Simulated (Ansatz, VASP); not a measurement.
# One calculation of Ta3I, two programs

```xyz
8
Lattice="5.5923 0.0000 0.0000 0.0000 5.5923 0.0000 0.0000 0.0000 5.5923" Properties=species:S:1:pos:R:3 pbc="T T T"
Ta    1.3981    0.0000    2.7961
Ta    4.1942    0.0000    2.7961
Ta    0.0000    2.7961    1.3981
Ta    0.0000    2.7961    4.1942
Ta    2.7961    4.1942    0.0000
Ta    2.7961    1.3981    0.0000
I     0.0000    0.0000    0.0000
I     2.7961    2.7961    2.7961
```

Change from the starting cell: species swapped into the Ta3Sb type (Pm-3n, No. 223).

Alike in both runs: task relaxation of cell and atoms; functional PBE; k mesh 4 × 4 × 4; occupations gaussian, width 0.1 eV; no spin polarisation.

```csv
,VASP,Ansatz
version,VASP 6.6.1,Ansatz 0.2.0
potentials or method,"VASP PAW PBE potentials, release 64 (Ta_pv, I)","scalar-relativistic, plane waves, PAW"
plane-wave cutoff (eV),600,420
valence electrons in the cell,80,112
```

```tsv
	VASP	Ansatz	Ansatz less VASP
gap on the k mesh at the Fermi level, each at its own relaxed structure (eV)	none	none	-
relaxed volume (Å³/atom)	19.02	19.02	0.000
relaxed cell length with the largest relative difference (Å)	5.339	5.339	0.0000
energy change over the relaxation (meV/atom)	-163	-163	-0.1
```

A gap of «none» marks a metal or a gap that the smearing closes. The two sets of potentials don't hold the same shells in valence.

Spin-orbit coupling is left out, which matters for the levels of I, Ta.
